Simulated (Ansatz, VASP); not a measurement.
# Cross-check of BiTe between VASP and Ansatz

Aim: how closely do two programs agree when they are given the same cell, functional and k mesh? The structure shown is the end of the VASP relaxation below.

Program: Ansatz 0.2.0. Level of theory: plane waves, with VASP 6.6.1 beside it; single point at PBE. Results are calculated unless marked as measured.

## (1) Set-up

The cell holds 10 atoms: 5 Bi and 5 Te. Cell: a = 4.575 Å, b = 6.470 Å, c = 24.150 Å, α = 90.0°, β = 90.0°, γ = 90.0°. It derives from BiTe. The (1 1 0) slab of BiTe, cut from the database cell (so at first; earlier steps may have moved the atoms). Vacuum lies along c.

As a file:

```xyz
10
Lattice="4.5750 0.0000 0.0000 0.0000 6.4700 0.0000 0.0000 0.0000 24.1500" Properties=species:S:1:pos:R:3
Bi    2.2875    3.2350    7.5000
Bi    0.0000    0.0000    9.7875
Bi    2.2875    3.2350   12.1386
Bi    0.0000    0.0000   14.5332
Bi    2.2875    3.2350   16.7202
Te    2.2875    0.0000    7.5000
Te    0.0000    3.2350    9.7875
Te    2.2875    0.0000   12.0819
Te    0.0000    3.2350   14.5546
Te    2.2875    0.0000   16.5652
```

## (2) VASP: relaxation, PBE

This run makes the geometry at which the two programs are then compared.

Lines of VASP's logs that name or quote its potential files are left out, and so is its time.

INCAR

```
SYSTEM = BiTe
PREC = Normal
ENCUT = 300
EDIFF = 1E-05
NELM = 120
ISMEAR = 0
SIGMA = 0.05
LREAL = .FALSE.
ALGO = Fast
GGA = PE
LORBIT = 11
LWAVE = .FALSE.
LCHARG = .FALSE.
KPAR = 2
IBRION = 2
NSW = 40
ISIF = 2
EDIFFG = -0.03
POTIM = 0.4
IDIPOL = 3
LDIPOL = .TRUE.
DIPOL = 0.5 0.5 0.5
```

POSCAR

```
BiTe
1.0
    4.5749808743      0.0000000000      0.0000000000
    0.0000000000      6.4700000000      0.0000000000
    0.0000000000      0.0000000000     24.1499617486
Bi Te
5 5
Selective dynamics
Direct
    0.5000000000      0.5000000000      0.3105595000  F F F
    0.0000000000      0.0000000000      0.4052797500  F F F
    0.5000000000      0.5000000000      0.5000000000  T T T
    0.0000000000      0.0000000000      0.5947202500  T T T
    0.5000000000      0.5000000000      0.6894405000  T T T
    0.5000000000      0.0000000000      0.3105595000  F F F
    0.0000000000      0.5000000000      0.4052797500  F F F
    0.5000000000      0.0000000000      0.5000000000  T T T
    0.0000000000      0.5000000000      0.5947202500  T T T
    0.5000000000      0.0000000000      0.6894405000  T T T
```

KPOINTS

```
Automatic mesh
0
Gamma
6 4 1
0 0 0
```

Potentials, in the order of the species: Bi and Te (PBE family, release 64).

Launch:

```console
$ mpirun -np 2 vasp_std
```

Numbers of over 12 decimals in the logs are rounded to 6 here.

What it wrote:

```text
[banner, memory and clock lines left out]
running    2 mpi-ranks, on    1 nodes
 distrk:  each k-point on    1 cores,    2 groups
 distr:  one band on    1 cores,    1 groups

 POSCAR found type information on POSCAR BiTe
 POSCAR found :  2 types and      10 ions
 LDA part: xc-table for (Slater+PW92), standard interpolation
 POSCAR, INCAR and KPOINTS ok, starting setup
 FFT: planning ... GRIDC
 FFT: planning ... GRID_SOFT
 FFT: planning ... GRID
 WAVECAR not read
 entering main loop
       N       E                     dE             d eps       ncg     rms          rms(c)
DAV:   1     0.292508518618E+03    0.29251E+03   -0.12924E+04   792   0.778E+02
DAV:   2     0.293526824210E+01   -0.28957E+03   -0.28583E+03  1182   0.163E+02
DAV:   3    -0.323365765372E+02   -0.35272E+02   -0.34949E+02   910   0.629E+01
DAV:   4    -0.349105007655E+02   -0.25739E+01   -0.25203E+01  1271   0.169E+01
DAV:   5    -0.349851458063E+02   -0.74645E-01   -0.74317E-01  1151   0.336E+00    0.132E+01
RMM:   6    -0.346181821246E+02    0.36696E+00   -0.10118E+00   808   0.242E+00    0.765E+00
RMM:   7    -0.346794081751E+02   -0.61226E-01   -0.79807E-01   840   0.216E+00    0.132E+00
RMM:   8    -0.351127532964E+02   -0.43335E+00   -0.72627E-01   875   0.141E+00    0.322E+00
RMM:   9    -0.346378535637E+02    0.47490E+00   -0.22620E-01   856   0.885E-01    0.462E-01
RMM:  10    -0.346412264391E+02   -0.33729E-02   -0.77338E-02   895   0.547E-01    0.362E-01
RMM:  11    -0.346429191161E+02   -0.16927E-02   -0.71375E-03   957   0.248E-01    0.643E-01
RMM:  12    -0.346427352330E+02    0.18388E-03   -0.34300E-03  1080   0.116E-01    0.574E-01
RMM:  13    -0.346404085723E+02    0.23267E-02   -0.17324E-03   880   0.692E-02    0.200E-01
RMM:  14    -0.346401996095E+02    0.20896E-03   -0.19186E-03   903   0.630E-02    0.123E-01
RMM:  15    -0.346402304585E+02   -0.30849E-04   -0.69733E-04   828   0.359E-02    0.844E-02
RMM:  16    -0.346402210804E+02    0.93781E-05   -0.29124E-04   590   0.204E-02    0.198E-02
RMM:  17    -0.346402896682E+02   -0.68588E-04   -0.15473E-04   564   0.158E-02    0.462E-02
RMM:  18    -0.346403277253E+02   -0.38057E-04   -0.12207E-04   535   0.130E-02    0.732E-03
RMM:  19    -0.346403571289E+02   -0.29404E-04   -0.84884E-05   504   0.992E-03    0.920E-03
RMM:  20    -0.346403818400E+02   -0.24711E-04   -0.45340E-05   346   0.647E-03    0.601E-03
RMM:  21    -0.346404033009E+02   -0.21461E-04   -0.37860E-05   275   0.553E-03    0.324E-03
RMM:  22    -0.346404186643E+02   -0.15363E-04   -0.21255E-05   212   0.472E-03    0.213E-03
RMM:  23    -0.346404333476E+02   -0.14683E-04   -0.18169E-05   227   0.459E-03    0.108E-03
RMM:  24    -0.346404395354E+02   -0.61877E-05   -0.11324E-05   167   0.410E-03
   1 F= -.34640440E+02 E0= -.34634728E+02  d E =-.346404E+02
[... from here on, the cycles between the ionic steps are left out ...]
   2 F= -.34690564E+02 E0= -.34685091E+02  d E =-.501245E-01
   3 F= -.34771273E+02 E0= -.34765786E+02  d E =-.130833E+00
   4 F= -.34772627E+02 E0= -.34767146E+02  d E =-.132187E+00
   5 F= -.34772679E+02 E0= -.34767192E+02  d E =-.132240E+00
   6 F= -.34774088E+02 E0= -.34768639E+02  d E =-.140835E-02
   7 F= -.34776342E+02 E0= -.34770845E+02  d E =-.366241E-02
   8 F= -.34776443E+02 E0= -.34770998E+02  d E =-.376325E-02
   9 F= -.34777623E+02 E0= -.34772251E+02  d E =-.118054E-02
  10 F= -.34780324E+02 E0= -.34775304E+02  d E =-.388105E-02
  11 F= -.34781895E+02 E0= -.34777222E+02  d E =-.545263E-02
 curvature: -21.22 expect dE=-0.432E-02 dE for cont linesearch -0.725E-04
 ZBRENT: bracketing found
 ZBRENT: interpolating
 opt :  26.7740  next Energy=   -34.781965 (dE=-0.552E-02)
 bond charge predicted
       N       E                     dE             d eps       ncg     rms          rms(c)
DAV:   1    -0.347816526414E+02    0.25022E-03   -0.68618E-02   813   0.949E-01    0.610E-02
RMM:   2    -0.347822810346E+02   -0.62839E-03   -0.34142E-03   806   0.219E-01    0.151E-01
RMM:   3    -0.347820470430E+02    0.23399E-03   -0.71091E-04   838   0.918E-02    0.613E-02
RMM:   4    -0.347820036993E+02    0.43344E-04   -0.11743E-04   734   0.432E-02    0.455E-02
RMM:   5    -0.347819938909E+02    0.98084E-05   -0.22428E-05   494   0.199E-02
  12 F= -.34781994E+02 E0= -.34777346E+02  d E =-.555114E-02
 curvature: -20.24 expect dE=-0.342E-02 dE for cont linesearch -0.147E-08
 trial: gam= 0.34840 g(F)=  0.169E-03 g(S)=  0.000E+00 ort =-0.217E-06 (trialstep = 0.773E+01)
 search vector abs. value=  0.247E-03
 bond charge predicted
       N       E                     dE             d eps       ncg     rms          rms(c)
DAV:   1    -0.347818069488E+02    0.19675E-03   -0.19129E-01   795   0.161E+00    0.186E-01
RMM:   2    -0.347867609890E+02   -0.49540E-02   -0.12973E-02   824   0.402E-01    0.500E-01
[... the rest is left out ...]
```

OUTCAR, selected parts (step 2):

```text
ion  position               nearest neighbor table
   1  0.500  0.500  0.311-   7 3.23   7 3.23   6 3.23   6 3.23
   2  0.000  0.000  0.405-   6 3.23   8 3.23   6 3.23   8 3.23   7 3.23   7 3.23
   3  0.500  0.500  0.500-   7 3.23   9 3.23   7 3.23   9 3.23   8 3.23   8 3.23
   4  0.000  0.000  0.595-   8 3.23  10 3.23   8 3.23  10 3.23   9 3.23   9 3.23
   5  0.500  0.500  0.689-   9 3.23   9 3.23  10 3.23  10 3.23
   6  0.500  0.000  0.311-   2 3.23   2 3.23   1 3.23   1 3.23
   7  0.000  0.500  0.405-   1 3.23   3 3.23   1 3.23   3 3.23   2 3.23   2 3.23
   8  0.500  0.000  0.500-   2 3.23   4 3.23   2 3.23   4 3.23   3 3.23   3 3.23
   9  0.000  0.500  0.595-   3 3.23   5 3.23   3 3.23   5 3.23   4 3.23   4 3.23
  10  0.500  0.000  0.689-   4 3.23   4 3.23   5 3.23   5 3.23

  LATTYP: Found a simple orthorhombic cell.
 ALAT       =     4.5749808743
 B/A-ratio  =     1.4142135624
 C/A-ratio  =     5.2787022311

 Subroutine GETGRP returns: Found  8 space group operations
 (whereof  8 operations were pure point group operations)

The static configuration has the point symmetry D_2h.

 Found     12 irreducible k-points:

   k-points           NKPTS =     12   k-points in BZ     NKDIM =     12   number of bands    NBANDS=     33

   dimension x,y,z NGX =    20 NGY =   28 NGZ =  108
   dimension x,y,z NGXF=    40 NGYF=   56 NGZF=  216

   ENCUT  =  300.0 eV  22.05 Ry    4.70 a.u.   6.46  9.14 34.11*2*pi/ulx,y,z

   NELECT =      55.0000    total number of electrons

 k-points in reciprocal lattice and weights: Automatic mesh
   0.00000000  0.00000000  0.00000000       0.042
   0.16666667  0.00000000  0.00000000       0.083
   0.33333333  0.00000000  0.00000000       0.083
   0.50000000  0.00000000  0.00000000       0.042
   0.00000000  0.25000000  0.00000000       0.083
   0.16666667  0.25000000  0.00000000       0.167
   0.33333333  0.25000000  0.00000000       0.167
   0.50000000  0.25000000  0.00000000       0.083
   0.00000000  0.50000000  0.00000000       0.042
   0.16666667  0.50000000  0.00000000       0.083
   0.33333333  0.50000000  0.00000000       0.083
   0.50000000  0.50000000  0.00000000       0.042

 dipolmoment           0.000000      0.000000     -0.025911 electrons x Angstroem

 average (electrostatic) potential at core
       1 -66.8077       2 -67.1619       3 -66.6399       4 -67.1985       5 -66.7642
       6 -93.8018       7 -94.4792       8 -94.0676       9 -94.5179      10 -94.0922

 E-fermi :   0.6248

 k-point     1 :       0.0000    0.0000    0.0000
  band No.  band energies     occupation
    ...
     22      -1.3832      2.00000
     23      -1.2401      2.00000
     24      -0.9186      2.00000
     25      -0.8551      2.00000
     26       0.2715      2.00000
     27       0.6868      0.07977
     28       0.8928      0.00000
     29       1.0527      0.00000
     30       1.6170      0.00000
     31       1.8458      0.00000
    ...

 k-point     2 :       0.1667    0.0000    0.0000
  band No.  band energies     occupation
    ...
     22      -1.3127      2.00000
     23      -1.1898      2.00000
     24      -1.0426      2.00000
     25      -0.9704      2.00000
     26       0.5343      1.98957
     27       0.7547      0.00024
     28       0.9578      0.00000
     29       1.1137      0.00000
     30       1.8700      0.00000
     31       2.1618      0.00000
    ...

 k-point     3 :       0.3333    0.0000    0.0000
  band No.  band energies     occupation
    ...
     22      -1.6260      2.00000
     23      -1.4339      2.00000
     24      -1.3775      2.00000
     25      -1.1399      2.00000
     26       0.5444      1.97707
     27       0.7519      0.00032
     28       0.9666      0.00000
     29       1.2292      0.00000
     30       2.4856      0.00000
     31       2.6080      0.00000
    ...

  Total       -4.8389387      0.5531075     -2.0336151      0.0000000      0.0000000      0.0000000
  in kB      -10.8455279      1.2396814     -4.5579475      0.0000000      0.0000000      0.0000000
  external PRESSURE =      -4.7212647 kB  Pullay stress =       0.0000000 kB

  energy-cutoff  :      300.00
  volume of cell :      714.84
      direct lattice vectors                 reciprocal lattice vectors
     4.574980874  0.000000000  0.000000000     0.218580149  0.000000000  0.000000000
     0.000000000  6.470000000  0.000000000     0.000000000  0.154559505  0.000000000
     0.000000000  0.000000000 24.149961749     0.000000000  0.000000000  0.041407933

 POSITION                                       TOTAL-FORCE (eV/Angst)
 -----------------------------------------------------------------------------------
      2.28749      3.23500      7.50000         0.000000      0.000000      0.303021
      0.00000      0.00000      9.78749         0.000000      0.000000     -0.630473
      2.28749      3.23500     12.13858         0.000000      0.000000     -0.002258
      0.00000      0.00000     14.53320         0.000000      0.000000      0.001202
      2.28749      3.23500     16.72019         0.000000      0.000000      0.001896
      2.28749      0.00000      7.50000         0.000000      0.000000      0.603379
      0.00000      3.23500      9.78749         0.000000      0.000000     -0.280347
      2.28749      0.00000     12.08186         0.000000      0.000000     -0.003781
      0.00000      3.23500     14.55459         0.000000      0.000000     -0.001692
      2.28749      0.00000     16.56516         0.000000      0.000000      0.009052
 -----------------------------------------------------------------------------------
    total drift:                                0.000000     -0.000000      0.002349

  FREE ENERGIE OF THE ION-ELECTRON SYSTEM (eV)
  ---------------------------------------------------
  free  energy   TOTEN  =       -34.7826493946 eV

  energy  without entropy=      -34.7732752979  energy(sigma->0) =      -34.77796235

 reached required accuracy - stopping structural energy minimisation

 vacuum level on the upper side and lower side of the slab         4.672         4.797

 total charge
# of ion       s       p       d       tot
------------------------------------------
    1        1.764   1.662   0.054   3.480
    2        1.791   1.590   0.096   3.477
    3        1.766   1.727   0.070   3.563
    4        1.791   1.640   0.102   3.533
    5        1.762   1.716   0.059   3.537
    6        1.395   1.905   0.017   3.317
    7        1.425   1.823   0.041   3.289
    8        1.400   1.918   0.027   3.344
    9        1.425   1.833   0.042   3.300
   10        1.401   1.916   0.024   3.341
--------------------------------------------------
tot         15.921  17.729   0.532  34.182

[... 3 further parts left out ...]
```

CONTCAR:

```
BiTe
   1.00000000000000
     4.5749808743000004    0.0000000000000000    0.0000000000000000
     0.0000000000000000    6.4699999999999998    0.0000000000000000
     0.0000000000000000    0.0000000000000000   24.1499617485999991
  Bi              Te
     5     5
Selective dynamics
Direct
     0.5000000000000000    0.5000000000000000    0.3105594999999965   F   F   F
     0.0000000000000000    0.0000000000000000    0.4052797499999983   F   F   F
     0.5000000000000000    0.5000000000000000    0.5026334614936198   T   T   T
     0.0000000000000000    0.0000000000000000    0.6017896396164399   T   T   T
     0.5000000000000000    0.5000000000000000    0.6923484856826941   T   T   T
     0.5000000000000000    0.0000000000000000    0.3105594999999965   F   F   F
     0.0000000000000000    0.5000000000000000    0.4052797499999983   F   F   F
     0.5000000000000000    0.0000000000000000    0.5002846729005416   T   T   T
     0.0000000000000000    0.5000000000000000    0.6026752972779961   T   T   T
     0.5000000000000000    0.0000000000000000    0.6859292028910778   T   T   T
```

The data set Bi keeps the semicore shell frozen, which is cheaper and a little less accurate. The run keeps the 4 symmetry operations of its start, so it cannot find a distortion of lower symmetry.

(Part 1 of 2 ends here.)

[Lines on the potential files, build, host, timing and source positions are cut from VASP's logs without a mark.]

[Logs are printed without paths, hosts, clocks, repeated set-up lines and the standing remarks that a program may print on its own settings, such as how far it seeks lower states.]

[Hosts, paths, dates, database ids (printed as entryN), source tags and the programs' standing remarks are cut or masked in the printed files.]
